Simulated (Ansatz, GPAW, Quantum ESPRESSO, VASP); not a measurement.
# Code comparison for CoH (Fm-3m, 2 atoms in the cell)

Self-consistent single point.

```
CELL_PARAMETERS angstrom
      0.00000     1.84296     1.84296
      1.84296     0.00000     1.84296
      1.84296     1.84296     0.00000
ATOMIC_POSITIONS crystal
  Co 0.00000 0.00000 0.00000
  H  0.50000 0.50000 0.50000
```
Moments meant for the start (each program seeds them in its own way; μB, in the order of the atoms Co H): 3.0 0.0.

Shared settings, as Ansatz (a first-principles code) writes them: kpoints.mp_grid.grid = 4 4 4; scf.occupations.method = gaussian; scf.occupations.width = 0.2 eV. Potentials and cutoffs stand in the table.

```json
[
 {"code": "Ansatz", "model": "PBEsol, default PAW files made with PBE", "pressure (GPa)": "-9.13", "size of the net moment (μB/atom)": "0.42", "cutoff": "default"},
 {"code": "Quantum ESPRESSO", "model": "PBEsol, SSSP 1.1.2 efficiency (PBE) pseudopotentials", "pressure (GPa)": "-9.23", "size of the net moment (μB/atom)": "0.44", "cutoff": "55 Ry"},
 {"code": "GPAW", "model": "PBEsol, GPAW PAW datasets PBEsol (made by gpaw-setup)", "pressure (GPa)": "-7.32", "size of the net moment (μB/atom)": "0.42", "cutoff": "800 eV"},
 {"code": "VASP", "model": "PBEsol, VASP's PBE PAW potentials (set 64)", "pressure (GPa)": "-10.51", "size of the net moment (μB/atom)": "0.42", "cutoff": "300 eV"}
]
```

On Ansatz's run: with one magnetic atom in the cell only a parallel order is possible.

The spread over the programs that give each value: pressure within 3.19 GPa; size of the net moment within 0.02 μB/atom.

Ansatz's pressure is given at a fixed set of plane waves, as the other plane-wave codes print theirs; with its correction for the finite basis it is -8.81 GPa (the shift of 0.32 GPa shows how far the cutoff is from converged). In the pressure, GPAW (by 1.86) and VASP (by 1.33) lie more than 1 GPa from the median of the plane-wave programs.

On the base mesh (15 15 15) the same programs gave: GPAW pressure -4.76 GPa; Quantum ESPRESSO pressure -6.36 GPa; Ansatz pressure -6.63 GPa; VASP pressure -8.33 GPa.

The values differ from the base mesh's, so the mesh still matters here: the table compares the programs at equal settings.

VASP's run is marked for a possible Pulay error in its stress at this cutoff; no cutoff test was made.

The starting cell comes from a database of computed structures (which also holds hypothetical and non-ambient phases and stackings), without a prior relaxation at this level.

Left out of this page: ABINIT, Elk, FLEUR and SIESTA (not drawn, or without a comparable value).

Keys are those of Ansatz 0.2.
